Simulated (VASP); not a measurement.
Input:

```xyz
64
Lattice="11.4648 0.0000 0.0000 0.0000 11.4648 0.0000 0.0000 0.0000 11.4648" Properties=species:S:1:pos:R:3 pbc="T T T"
Al     5.7308     0.0002     0.0042
Al     8.5959     2.8684     0.0077
Al     8.5972     0.0022     2.8676
Al    11.4643    11.4640     0.0013
Al     2.8697     2.8626     0.0052
Al     5.7348     5.7287     0.0081
Al     8.6007     8.5968     0.0029
Al     2.8643    11.4617     2.8639
Al     5.7563     2.8805     2.9051
Al     8.5772     5.7051     2.8932
Al     5.7338    11.4630     5.7341
Al     8.5810     2.8799     5.7209
Al     8.6024    11.4615     8.6025
Al    11.4642     5.7328     0.0028
Al     2.8665     8.5968     0.0014
Al    11.4605     2.8688     2.8679
Al     2.8722     5.7297     2.8693
Al     5.7350     8.5910     2.8705
Al    11.4648    11.4623     5.7361
Al     2.8662     2.8671     5.7334
Al     5.7487     5.7072     5.7267
Al     8.5964     8.5928     5.7304
Al     2.8667    11.4637     8.5997
Al     5.7328     2.8666     8.5993
Al     8.5965     5.7321     8.5989
Al    11.4648     8.5972     2.8649
Al    11.4624     5.7326     5.7294
Al     2.8670     8.5966     5.7354
Al     0.0010     2.8617     8.6030
Al     2.8625     5.7346     8.6040
Al     5.7296     8.5985     8.6035
Al    11.4646     8.5974     8.5991
As     7.1624     1.4338     1.4354
As    10.0332     4.3026     1.4317
As    10.0335     1.4318     4.3013
As     1.4321     1.4335     1.4333
As     4.3025     4.2948     1.4379
As     7.1688     7.1662     1.4330
As    10.0324    10.0323     1.4329
As     4.2935     1.4275     4.3018
As    10.0338     7.1687     4.2962
As     7.1660     1.4290     7.1708
As    10.0352     4.3001     7.1694
As    10.0306     1.4338    10.0342
As     1.4340     7.1657     1.4335
As     4.2999    10.0303     1.4339
As     1.4330     4.3000     4.2987
As     4.2986     7.1657     4.3042
As     7.1658    10.0314     4.2991
As     1.4319     1.4319     7.1673
As     4.2907     4.2997     7.1747
As     7.1630     7.1707     7.1712
As    10.0313    10.0310     7.1656
As     4.2986     1.4321    10.0335
As     7.1653     4.2994    10.0334
As    10.0331     7.1670    10.0331
As     1.4328    10.0313     4.2999
As     1.4329     7.1669     7.1664
As     4.2978    10.0306     7.1678
As     1.4331     4.2994    10.0357
As     4.2993     7.1652    10.0343
As     7.1652    10.0329    10.0346
As     1.4330    10.0323    10.0319
Si     7.1664     4.3072     4.3129
```
Cell charge +1.

Method: HSE06 screened hybrid, VASP's PBE PAW potentials (set 64) (plane waves; VASP). Numerical set-up: PREC = Normal, LREAL = Auto, ISYM = 0, NELECT = 254.0, EDIFF = 1E-5, 400 eV cut-off, 1×1×1 Γ-centred mesh, Gaussian smearing of 0.050 eV, potentials Al As Si.

The cell is charged, with a uniform compensating background. The supercell is sampled at Γ alone, which is coarse: total energies, pressure and levels can be off, energies of defects by several tenths of an eV.

Q: What does the run give for the energy per atom (σ→0)?

A: 
```json
{
  "energy per atom (σ→0)": "-5.467 eV/atom"
}
```

The absolute energy has meaning only against runs of the same code, potentials and settings.

The cell is a supercell with a defect, built from AlAs (zinc blende): Si_As, charge +1. The cell's shape comes from a PBE relaxation. The run is not spin-polarised, so no state with unpaired spins was tried.
